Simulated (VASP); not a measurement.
Input:

```
CELL_PARAMETERS angstrom
      4.16038     0.00000     0.00000
      0.00000     4.16038     0.00000
      0.00000     0.00000     4.16038
ATOMIC_POSITIONS crystal
  K  0.00000 0.00000 0.00000
  Zn 0.50000 0.50000 0.50000
  F  0.50000 0.00000 0.50000
  F  0.00000 0.50000 0.50000
  F  0.50000 0.50000 0.00000
```

Level of theory: PBE GGA with D3 dispersion (zero damping), VASP's PBE PAW potentials (set 64) (plane waves; VASP 6.6.1). Settings: 520 eV cut-off, 6×6×6 Γ-centred mesh, Gaussian smearing of 0.050 eV, potentials K_sv Zn F.

Task: The job: KZnF$_{3}$ (cubic perovskite), 5 atoms, PBE-D3 (zero damping), static run, 520 eV, 6×6×6 Γ-centred mesh. Roughly how much core time does it take on a busy server core?

Result: About 20 core-seconds (one run on a shared machine, a rough figure). It had 20 irreducible k-points, 25 bands, up to 1956 plane waves and 17 electronic steps.

The compound is KZnF3 in the cubic perovskite structure. This cell is one point of a volume scan, at 1.03 of the reference volume.
